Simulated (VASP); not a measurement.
Calculation: HSE06 screened hybrid, VASP's PBE PAW potentials (set 64) (plane waves; VASP 6.6.1).

A VASP calculation is set up with these files.

File KPOINTS:
```
Automatic
0
G
  2 2 2
```

POSCAR:
```
I
4.3530740
  0.5501859146  -0.8350420875   0.0000000000
  0.5501859146   0.8350420875   0.0000000000
  0.0000000000   0.0000000000   2.2489854296
I
4
Cart
  0.9250952511  -0.0034211674   1.9903566032
  0.7282568870  -0.0025568989   0.8591686587
  0.3820722069   0.0049167278   1.3858810464
  0.1653193134   0.0010613385   0.2625623020
```

**INCAR**
```
AEXX=0.25
ALGO=Normal
EDIFF=1E-6
ENCUT=300
GGA=PE
HFSCREEN=0.2
ISIF=2
ISMEAR=0
ISYM=3
LASPH=.True.
LCHARG=.False.
LHFCALC=.True.
LMAXMIX=4
LREAL=.False.
LWAVE=.False.
NELM=100
PREC=Accurate
PRECFOCK=Fast
SIGMA=0.05
SYSTEM=I
```

POTCAR, in this order: I (PBE.64 set). Program: vasp_std.

What VASP printed:

### OUTCAR
```
 ion  position               nearest neighbor table
   1  0.843  0.839  0.885-   4 2.71   3 3.54
   2  0.663  0.660  0.382-   3 2.74   4 3.50
   3  0.344  0.350  0.616-   2 2.74   1 3.54
   4  0.150  0.151  0.117-   1 2.71   2 3.50
  LATTYP: Found a base centered orthorhombic cell.
 ALAT       =     4.7900000000
 B/A-ratio  =     1.5177453027
 C/A-ratio  =     2.0438413361
 Subroutine PRICEL returns:
 Original cell was already a primitive cell.
 Subroutine GETGRP returns: Found  1 space group operations
The static configuration has the point symmetry C_1 .
The dynamic configuration has the point symmetry C_1 .
 Subroutine INISYM returns: Found  1 space group operations
 Subroutine IBZKPT returns following result:
 Found      8 irreducible k-points:

 Following reciprocal coordinates:
            Coordinates               Weight
  0.000000  0.000000  0.000000      1.000000
  0.500000  0.000000  0.000000      1.000000
  0.000000  0.500000  0.000000      1.000000
  0.500000  0.500000  0.000000      1.000000
  0.000000  0.000000  0.500000      1.000000
...
```

### OSZICAR
```
       N       E                     dE             d eps       ncg     rms          rms(c)
DAV:   1    -0.458381075232E+04   -0.45838E+04   -0.79438E+03   288   0.803E+02
DAV:   2    -0.472246957569E+04   -0.13866E+03   -0.13723E+03   416   0.163E+02
DAV:   3    -0.473313301042E+04   -0.10663E+02   -0.10642E+02   338   0.553E+01
DAV:   4    -0.473341446729E+04   -0.28146E+00   -0.28141E+00   394   0.108E+01
DAV:   5    -0.803823444919E+01    0.47254E+04   -0.14358E+01   288   0.197E+01    0.135E+01
DAV:   6    -0.798376453854E+01    0.54470E-01   -0.68497E-01   362   0.489E+00    0.859E+00
DAV:   7    -0.790558394185E+01    0.78181E-01   -0.11852E-01   316   0.187E+00    0.525E+00
DAV:   8    -0.788589946747E+01    0.19684E-01   -0.38472E-02   314   0.107E+00    0.296E+00
DAV:   9    -0.788134227110E+01    0.45572E-02   -0.89022E-03   330   0.528E-01    0.165E+00
DAV:  10    -0.788025088327E+01    0.10914E-02   -0.20664E-03   332   0.256E-01    0.946E-01
DAV:  11    -0.788000566329E+01    0.24522E-03   -0.52376E-04   320   0.131E-01    0.556E-01
DAV:  12    -0.787996179201E+01    0.43871E-04   -0.14052E-04   344   0.697E-02    0.331E-01
DAV:  13    -0.787996089078E+01    0.90123E-06   -0.38943E-05   322   0.377E-02    0.199E-01
DAV:  14    -0.787996605046E+01   -0.51597E-05   -0.11554E-05   344   0.212E-02    0.120E-01
DAV:  15    -0.787997020299E+01   -0.41525E-05   -0.35883E-06   274   0.123E-02    0.727E-02
DAV:  16    -0.787997272889E+01   -0.25259E-05   -0.12397E-06   158   0.788E-03    0.439E-02
DAV:  17    -0.787997416065E+01   -0.14318E-05   -0.70296E-07   156   0.628E-03    0.266E-02
DAV:  18    -0.787997493394E+01   -0.77329E-06   -0.24463E-07   158   0.387E-03
   1 F= -.78799749E+01 E0= -.78799749E+01  d E =-.454681E-12
```

OUTCAR:
```
------------------------ aborting loop because EDIFF is reached ----------------------------------------
  FORCE on cell =-STRESS in cart. coord.  units (eV):
  Direction    XX          YY          ZZ          XY          YZ          ZX
  --------------------------------------------------------------------------------------
  Total        1.0754299      3.4073310     -2.1836114      0.0125090     -0.0084260      0.3744944
  in kB       10.1081129     32.0259694    -20.5240618      0.1175742     -0.0791968      3.5199237
  external PRESSURE =       7.2033401 kB  Pullay stress =       0.0000000 kB
  volume of cell :      170.46
      direct lattice vectors                 reciprocal lattice vectors
     2.395000000 -3.635000000  0.000000000     0.208768267 -0.137551582  0.000000000
     2.395000000  3.635000000  0.000000000     0.208768267  0.137551582  0.000000000
     0.000000000  0.000000000  9.790000000     0.000000000  0.000000000  0.102145046
 POSITION                                       TOTAL-FORCE (eV/Angst)
 -----------------------------------------------------------------------------------
      4.02701     -0.01489      8.66417         0.065322      0.021117      0.206800
      3.17016     -0.01113      3.74002        -0.233879      0.025062      0.438818
      1.66319      0.02140      6.03284         0.254827     -0.028794     -0.429367
      0.71965      0.00462      1.14295        -0.086269     -0.017384     -0.216251
 -----------------------------------------------------------------------------------
    total drift:                               -0.000131      0.000109      0.000046
  FREE ENERGIE OF THE ION-ELECTRON SYSTEM (eV)
  ---------------------------------------------------
  free  energy   TOTEN  =        -7.8799749339 eV

  energy  without entropy=       -7.8799749339  energy(sigma->0) =       -7.87997493

  exchange ACFDT corr.  =         0.00000000  see jH, gK, PRB 81, 115126
```
(Selected blocks of OUTCAR.)

The structure is a typed I crystal. The cell was not relaxed at this level, atoms are displaced from their ideal sites. The k-mesh is coarse (spacing up to 0.79 per Å, 2π included), so the numbers may not be converged in it. The run is one of a series of settings (AEXX = 0.25, HFSCREEN = 0.2, ISYM = 3, LHFCALC = .TRUE., PRECFOCK = Fast, KPOINTS 2×2×2 Γ-centred mesh against the base run), some of them coarse on purpose.
